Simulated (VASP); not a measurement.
Given:

```
CELL_PARAMETERS angstrom
      0.00000     3.08111     3.08111
      3.08111     0.00000     3.08111
      3.08111     3.08111     0.00000
ATOMIC_POSITIONS crystal
  Ba 0.00000 0.00000 0.00000
  F  0.25000 0.25000 0.25000
  F  0.75000 0.75000 0.75000
```

The numbers are results of LDA (Ceperley-Alder, Perdew-Zunger), VASP's LDA PAW potentials (set 64) (plane waves; VASP 6.6.1), not measurements. Numerical set-up: 560 eV cut-off, 13×13×13 Γ-centred mesh, Gaussian smearing of 0.010 eV, potentials Ba_sv F.

Energy and stress use the plane-wave basis of the starting cell.

### Question
The ions, cell shape and volume are relaxed. Give the cell that the relaxation ends in.

### Answer

```
CELL_PARAMETERS angstrom
      0.00000     3.04444     3.04444
      3.04444     0.00000     3.04444
      3.04444     3.04444     0.00000
ATOMIC_POSITIONS crystal
  Ba 0.00000 0.00000 0.00000
  F  0.25000 0.25000 0.25000
  F  0.75000 0.75000 0.75000
```
Space group Fm-3m (225), at a tolerance of 0.03 Å.

### Question
How do energy and volume change from the first to the last step?

### Answer
The energy (σ→0) changes by -5.1 meV/atom and the volume by -3.5 %, in 3 ionic steps.

The structure comes from a computed database's BaF2 entry; how it stands against other phases isn't given here. This run relaxes it. Symmetry was kept, so distortions that lower it aren't found. The run is one of a series of settings (EDIFF = 1E-09, EDIFFG = -0.005, ENCUT = 560, IBRION = 2, ISIF = 3, NSW = 50, KPOINTS 13×13×13 Γ-centred mesh against the base run), some of them coarse on purpose.
